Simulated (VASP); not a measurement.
Data:

```yaml
crystal:
  lattice:
    - [1.51468, -3.03778, 0.00000]
    - [1.51468, 3.03778, 0.00000]
    - [0.00000, 0.00000, 5.12509]
  atoms:
    - { symbol: Ce, position: [0.90329, 0.09671, 0.25000] }
    - { symbol: Ce, position: [0.09671, 0.90329, 0.75000] }
```

Method: PBEsol GGA, VASP's PBE PAW potentials (set 64) (plane waves; VASP 6.6.1). Numerical set-up: 400 eV cut-off, Gaussian smearing of 0.050 eV, potentials Ce.

### Question
Give the energies of bands 9 to 15 at the high-symmetry points, in eV from the Fermi level.

### Answer

```
band      Γ      Y     C0      Z     A0      T      S      R
----  -----  -----  -----  -----  -----  -----  -----  -----
9     -2.39  -2.27  -2.75  -1.83  -1.28  -2.22  -2.99  -2.50
10    -1.97  -0.55  -0.45  -1.83  -1.28  -2.22  -2.02  -2.50
11    -0.26  -0.08  -0.24  -0.14  -0.79  -1.24  -2.00  -1.01
12     0.01   0.17   0.24  -0.14  -0.79  -1.24   0.02  -1.01
13     0.02   0.20   0.27   0.18   0.41   0.69   0.15   0.18
14     0.04   0.80   0.46   0.18   0.41   0.69   0.34   0.18
15     0.35   0.88   0.65   0.75   0.50   0.85   0.35   0.62
```

It has no gap at this level: it comes out as a metal or semimetal.

The structure comes from a measured Ce entry (Cmcm) of the Crystallography Open Database, whose conditions weren't checked. It was relaxed first. The run is not spin-polarised, so no magnetic state was tried.
